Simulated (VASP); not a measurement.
Write the native input for VASP 6.6.1 that does the following.

```yaml
Task: single point
Functional: PBE
Potentials_or_basis: VASP PAW PBE potentials, release 64 (C, Sc_sv, Pd)
Cutoff: 520 eV
k_mesh: 3 × 3 × 3
Occupations: fermi-dirac, width 0.1 eV
Spin: no spin polarisation
Dipole_correction: no
Further_INCAR_settings: LREAL = Auto; ALGO = Fast; EDIFF = 1e-06; NBANDS = 73
```

The structure of Sc3PdC4 lies in POSCAR:

```
Sc3PdC4
1.0
    6.2204760000      0.8453290000      0.0304210000
   -0.1097440000      5.8806540000     -0.2408030000
    0.0352160000      0.3790240000      5.2285910000
C Sc Pd
8 6 2
Direct
    0.9848641833      0.8693305033      0.9504143353
    0.2925384172      0.8329927638      0.9539912082
    0.1385393458      0.8653631640      0.2043599395
    0.0330351120      0.0218282562      0.6958030086
    0.9590776613      0.7103628756      0.3286429193
    0.4237997627      0.3734158422      0.3722993905
    0.0380504380      0.5489643705      0.9401893808
    0.9690344888      0.9921573542      0.4046892307
    0.0779356485      0.3353739262      0.3101273684
    0.7102554850      0.6706442579      0.0348700954
    0.3151864323      0.6979064734      0.5494778012
    0.7117137541      0.3862582915      0.6154078816
    0.4503895919      0.0357241048      0.2074869061
    0.3544967825      0.1419683874      0.7052604166
    0.3630384494      0.4798617120      0.0012489306
    0.7042100495      0.8519139257      0.5662406287
```

The cell was built by a generator and needn't be a form met in nature.

One way to write it, as run:

INCAR

```
ALGO     = Fast           # electronic algorithm
EDIFF    = 1E-6           # SCF threshold, eV
ENCUT    = 520            # plane-wave cutoff, eV
GGA      = PE             # functional
ISIF     = 2              # what is computed and relaxed
ISMEAR   = -1             # smearing method
LASPH    = True           # aspherical terms in the spheres
LCHARG   = False          # write CHGCAR
LREAL    = Auto         
LWAVE    = False          # write WAVECAR
NBANDS   = 73             # bands
NELM     = 100            # most SCF steps
PREC     = Accurate       # precision mode
SIGMA    = 0.1            # smearing width, eV
```

KPOINTS

```
k-points
0
Gamma
  3 3 3
```

Potentials or basis: VASP PAW PBE potentials, release 64 (C, Sc_sv, Pd).

The run is started by

```bash
$ cat potpaw_PBE.64/C/POTCAR potpaw_PBE.64/Sc_sv/POTCAR potpaw_PBE.64/Pd/POTCAR > POTCAR
$ mpirun -np 1 vasp_std > vasp.out
```

Results of the run:

```json
{
  "Pressure": "17.1 GPa",
  "Largest force": "3.186 eV/Å",
  "Band gap on the k mesh": "none (metal or under the smearing width)"
}
```

Caveat: the k mesh is coarse (spacing up to 0.40 Å⁻¹), so the values aren't converged; so large a pressure means that the cell lies far from this level's equilibrium, or that cutoff or potentials fall short.

It took 12 min on 1 thread of Intel(R) Xeon(R) Platinum 8488C (Sapphire Rapids), on a shared host, peak memory 0.37 GiB.
